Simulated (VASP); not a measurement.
```xyz
2
Lattice="2.8615 0.0000 0.0000 0.0000 2.8615 0.0000 0.0000 0.0000 2.8615" Properties=species:S:1:pos:R:3 pbc="T T T"
Al     1.4307     1.4307     1.4307
Ni     0.0000     0.0000     0.0000
```

Method: revTPSS meta-GGA, VASP's PBE PAW potentials (set 64) (plane waves; VASP 6.6.1). Numerical set-up: 520 eV cut-off, 14×14×14 Γ-centred mesh, tetrahedra with Blöchl corrections, potentials Al Ni.

Question: What does the run give for the energy per atom (σ→0), band gap (over mesh and band path) with the smallest direct gap where there is one?

Answer: 
The band gap (over mesh and band path) is none (metal, semimetal or under 0.01 eV). The energy per atom (σ→0) is -4171 meV/atom.

The absolute energy has meaning only against runs of the same code, potentials and settings.

The compound is NiAl in the CsCl type structure. It was relaxed first. The run is not spin-polarised, so no magnetic state was tried. The electron count is odd and the run is not spin-polarised, which forces a metal.
